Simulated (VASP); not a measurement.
Given:

```
Os
1.0
    1.36880    -2.37083     0.00000
    1.36880     2.37083     0.00000
    0.00000     0.00000     4.31283
Os
2
Direct
  0.33333   0.66667   0.25000
  0.66667   0.33333   0.75000
```

All values below come from r2SCAN+rVV10, VASP's PBE PAW potentials (set 64) (plane waves; VASP). Settings: 520 eV cut-off, 17×17×10 Γ-centred mesh, tetrahedra with Blöchl corrections, potentials Os.

Question: Give the energies of bands 1 to 11 at the high-symmetry points, in eV from the Fermi level.

Answer: 
| band | Γ | M | K | A | L | H |
|---|---|---|---|---|---|---|
| 1 | -11.47 | -7.58 | -6.85 | -8.92 | -7.82 | -6.13 |
| 2 | -8.16 | -7.37 | -5.71 | -8.92 | -7.82 | -6.13 |
| 3 | -3.21 | -6.77 | -5.71 | -3.74 | -5.59 | -5.21 |
| 4 | -3.21 | -3.76 | -4.88 | -3.74 | -5.59 | -5.21 |
| 5 | -2.90 | -3.10 | -3.63 | -3.42 | -1.31 | -3.64 |
| 6 | -2.33 | -2.72 | -3.63 | -3.42 | -1.31 | -3.64 |
| 7 | -2.33 | -1.97 | -1.42 | -3.42 | -0.22 | -1.45 |
| 8 | -1.69 | 2.06 | 1.54 | -3.42 | -0.22 | -1.45 |
| 9 | -1.69 | 2.65 | 1.54 | 0.89 | 2.41 | 1.67 |
| 10 | 0.00 | 2.79 | 2.14 | 0.89 | 2.41 | 1.67 |
| 11 | 1.72 | 4.55 | 5.67 | 0.89 | 3.39 | 8.65 |

It has no gap at this level: it comes out as a metal or semimetal.

The compound is Os in the hcp structure. It was relaxed first.
